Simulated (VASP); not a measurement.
A run of VASP 6.6.1 is set up as follows.

INCAR

```
SYSTEM = Al
PREC = Accurate
ENCUT = 600
EDIFF = 1E-7
ISMEAR = 1
SIGMA = 0.1
LREAL = .FALSE.
LASPH = .TRUE.
NELM = 80
ALGO = Normal
ISIF = 2
LWAVE = .FALSE.
LCHARG = .FALSE.
METAGGA = R2SCAN
LMIXTAU = .TRUE.
IBRION = 2
NSW = 40
EDIFFG = -0.01
```

The input KPOINTS:

```
Automatic mesh
0
G
  16 16 16
  0 0 0
```

Contents of POSCAR:

```
Al                                      
1.0
    0.0000000000      1.9536009707      1.9536009707
    1.9536009707      0.0000000000      1.9536009707
    1.9536009707      1.9536009707      0.0000000000
  Al            
     1
Direct
     0.0000000000000000    0.0000000000000000    0.0000000000000000
```

Potentials or basis: VASP PAW PBE potentials, release 64 (Al).

The run is started by

```sh
$ cat potpaw_PBE.64/Al/POTCAR > POTCAR
$ mpirun -np 1 vasp_std > vasp.out
```

(1) Estimate the band gap on the k mesh.

## Answers

(1) none (metal or under the smearing width).

Caveat: the relaxation stopped at its first step, so nothing moved.
